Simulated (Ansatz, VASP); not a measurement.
# PtS2 in two plane-wave programs, part 3 of 3

One calculation is typed for both programs; each brings its own data sets. How far apart do they land? Of the first pair: The structure shown is the end of the Ansatz relaxation below.

VASP 6.6.1 and Ansatz 0.2.0.

So far. Step 3 (VASP: single point, PBE with D3(BJ), relaxed cell, pair …): The run ends at a pressure of -0.16 GPa, with forces up to 0.041 eV/Å. Step 7 (VASP: single point, PBE with D3(BJ), start cell, pair 2): The run ends at a pressure of 1.08 GPa, with forces up to 0.57 eV/Å.

## Step 8: Differences

What differs besides the data sets and the points named for the pairs above, as far as they apply: the data sets hold 150 valence electrons in Ansatz (on its PAW soft_1 files) and 110 in VASP; Ansatz takes its cutoff from its data sets, VASP runs at 400 eV. Total energies have different zeros and are not compared.

Forces on 8 of the 15 atoms, those with the largest forces and the largest differences (eV/Å; atoms numbered as in POSCAR):

```csv
atom,"Ansatz x, y, z","VASP x, y, z"
S7,"0.000, 0.000, -0.610","0.000, 0.000, -0.568"
S8,"0.000, 0.000, 0.509","0.000, 0.000, 0.466"
S9,"0.000, 0.000, -0.506","0.000, 0.000, -0.462"
S10,"0.000, 0.000, 0.510","0.000, 0.000, 0.466"
S11,"0.000, 0.000, -0.510","0.000, 0.000, -0.466"
S12,"0.000, 0.000, 0.506","0.000, 0.000, 0.462"
S13,"0.000, 0.000, -0.509","0.000, 0.000, -0.466"
S14,"0.000, 0.000, 0.610","0.000, 0.000, 0.568"
```

The forces differ by 20 meV/Å r.m.s., which is 8.7 % of the r.m.s. force of 0.232 eV/Å (both taken over all components). Where the cell holds vacuum, a pressure given here is an average over it and none of the material.

## Step 9: Ansatz: relaxation, PBE with D3(BJ)

This run makes the geometry at which the two programs are then compared.

The structure compared here is the end of the Ansatz relaxation.

This is the run of step 6 again, met here at its other cell.

## Step 10: VASP: single point, PBE with D3(BJ), relaxed cell, pair 3

The same cell, functional, mesh and smearing now go to VASP, with its own data sets.

INCAR

```
SYSTEM = PtS2
PREC = Accurate
ENCUT = 400
EDIFF = 1E-06
NELM = 120
ISMEAR = 0
SIGMA = 0.02
LREAL = .FALSE.
ALGO = Normal
GGA = PE
IVDW = 12
NBANDS = 70
LASPH = .TRUE.
LORBIT = 11
LWAVE = .FALSE.
LCHARG = .FALSE.
ISIF = 2
LDIPOL = .TRUE.
IDIPOL = 3
DIPOL = 0.5 0.5 0.28
LVHAR = .TRUE.
GGA_COMPAT = .FALSE.
EFERMI = MIDGAP
NELMDL = -8
KPAR = 4
```

POSCAR

```
PtS2
1.0
    3.5739055799      0.0000000000      0.0000000000
   -1.7869527900      3.0950930229      0.0000000000
    0.0000000000      0.0000000000     68.9199814400
Pt S
5 10
Direct
    0.0000000000      0.0000000000      0.1435605506
    0.0000000000      0.0000000000      0.2117842369
    0.0000000000      0.0000000000      0.2797447068
    0.0000000000      0.0000000000      0.3477051767
    0.0000000000      0.0000000000      0.4159288630
    0.3333333333      0.6666666667      0.1609994719
    0.6666666667      0.3333333333      0.1256555846
    0.3333333333      0.6666666667      0.2293547791
    0.6666666667      0.3333333333      0.1941939600
    0.3333333333      0.6666666667      0.2973208310
    0.6666666667      0.3333333333      0.2621685826
    0.3333333333      0.6666666667      0.3652954537
    0.6666666667      0.3333333333      0.3301346345
    0.3333333333      0.6666666667      0.4338338290
    0.6666666667      0.3333333333      0.3984899417
```

KPOINTS

```
Automatic mesh
0
Gamma
9 9 1
0 0 0
```

The projector-augmented-wave data sets are Pt and S (PBE family, release 64).

Run with:

```console
$ mpirun -np 4 vasp_std
```

Numbers of over 12 decimals in the logs are rounded to 6 here.

Output:

```text
[... set-up lines as in an earlier step ...]
 entering main loop
       N       E                     dE             d eps       ncg     rms          rms(c)
DAV:   1     0.814628626621E+03    0.81463E+03   -0.37189E+04  1728   0.102E+03
DAV:   2     0.161823824046E+02   -0.79845E+03   -0.76214E+03  2302   0.233E+02
DAV:   3    -0.797091636599E+02   -0.95892E+02   -0.93209E+02  1996   0.848E+01
DAV:   4    -0.832115187987E+02   -0.35024E+01   -0.34409E+01  2146   0.176E+01
[...]
DAV:  20    -0.767385795019E+02   -0.15974E-05   -0.31615E-06  1306   0.888E-03    0.243E-02
DAV:  21    -0.767385832978E+02   -0.37960E-05   -0.28859E-06  1364   0.604E-03    0.494E-03
DAV:  22    -0.767385838055E+02   -0.50773E-06   -0.52075E-07  1038   0.324E-03
   1 F= -.82916654E+02 E0= -.82916654E+02  d E =-.510643E-45
```

From OUTCAR (step 10):

```text
 Edisp (eV)   -6.17807

  Total      -0.86696    -0.86696    -0.49907     0.00000     0.00000    -0.00000
  in kB      -1.82199    -1.82199    -1.04884     0.00000     0.00000    -0.00000
  external pressure =       -1.56 kB  Pullay stress =        0.00 kB

 POSITION                                       TOTAL-FORCE (eV/Angst)
 -----------------------------------------------------------------------------------
      0.00000      0.00000      9.89419         0.000000     -0.000000     -0.005258
      0.00000      0.00000     14.59617         0.000000     -0.000000      0.000946
      0.00000      0.00000     19.28000        -0.000000     -0.000000      0.000000
      0.00000      0.00000     23.96383        -0.000000      0.000000     -0.000946
      0.00000      0.00000     28.66581        -0.000000     -0.000000      0.005258
     -0.00000      2.06340     11.09608        -0.000000     -0.000000     -0.037686
      1.78695      1.03170      8.66018         0.000000     -0.000000      0.036942
     -0.00000      2.06340     15.80713        -0.000000      0.000000     -0.039667
      1.78695      1.03170     13.38384        -0.000000     -0.000000      0.039825
     -0.00000      2.06340     20.49135         0.000000     -0.000000     -0.040726
      1.78695      1.03170     18.06865         0.000000      0.000000      0.040726
     -0.00000      2.06340     25.17616         0.000000      0.000000     -0.039825
      1.78695      1.03170     22.75287        -0.000000     -0.000000      0.039667
     -0.00000      2.06340     29.89982         0.000000     -0.000000     -0.036942
      1.78695      1.03170     27.46392         0.000000     -0.000000      0.037686
 -----------------------------------------------------------------------------------
    total drift:                               -0.000000     -0.000000     -0.000702

  FREE ENERGIE OF THE ION-ELECTRON SYSTEM (eV)
  ---------------------------------------------------
  free  energy   TOTEN  =       -82.9166535131 eV

  energy  without entropy=      -82.9166535131  energy(sigma->0) =      -82.91665351

[... 1 part as in an earlier step ...]

[... 2 further parts left out ...]
[key lines of the parts left out:]
E-fermi :  -0.5928
```

The run ends at a pressure of -0.16 GPa, with forces up to 0.041 eV/Å.

## Step 11: Comparison

What differs besides the data sets and the points named for the pairs above, as far as they apply: the data sets hold 150 valence electrons in Ansatz (on its PAW soft_1 files) and 110 in VASP. Total energies have different zeros and are not compared.

The two programs side by side:

```csv
quantity,Ansatz,VASP,difference
gap on the k mesh (eV),0.382,0.395,-0.012
```

The largest component of a force difference here is 41 meV/Å. A gap on the mesh is an upper bound, since the band edges may lie between its points; neither run holds spin-orbit coupling, which can move the band edges of a compound of Pt. Where the cell holds vacuum, a pressure given here is an average over it and none of the material.

## Step 12: What came out

| Item | Value |
| --- | --- |
| r.m.s. force difference (single point, PBE with D3(BJ), relaxed cell, pair 1) | 19 meV/Å |
| r.m.s. force difference (single point, PBE with D3(BJ), start cell, pair 2) | 8.7 % of the r.m.s. force |
| r.m.s. force difference (single point, PBE with D3(BJ), relaxed cell, pair 3) | 19 meV/Å |

What this shows: The r.m.s. force difference is 8.7 % of the r.m.s. force (single point, PBE with D3(BJ), start cell, pair 2), beyond the 3 % picked in this series as the mark of a large difference. The data sets hold unlike numbers of valence electrons (150 in Ansatz and 110 in VASP), so part of the differences may come from the potentials. Single point, PBE with D3(BJ), relaxed cell, pair 1, VASP with the data sets Pt_sv_GW and S and a cutoff of 430 eV: r.m.s. force difference goes from 19 to 7.2 meV/Å. What causes the difference of the single point, PBE with D3(BJ), start cell, pair 2 pair stays open here. What causes the difference of the single point, PBE with D3(BJ), relaxed cell, pair 3 pair stays open here. Such differences can come from data sets, numerical settings and the points named under the comparisons, not from the functional's error against experiment.

[Lines on the potential files, build, host, timing and source positions are cut from VASP's logs without a mark.]

[Logs are printed without paths, hosts, clocks, repeated set-up lines and the standing remarks that a program may print on its own settings, such as how far it seeks lower states.]

[Hosts, paths, dates, database ids (printed as entryN), source tags and the programs' standing remarks are cut or masked in the printed files.]
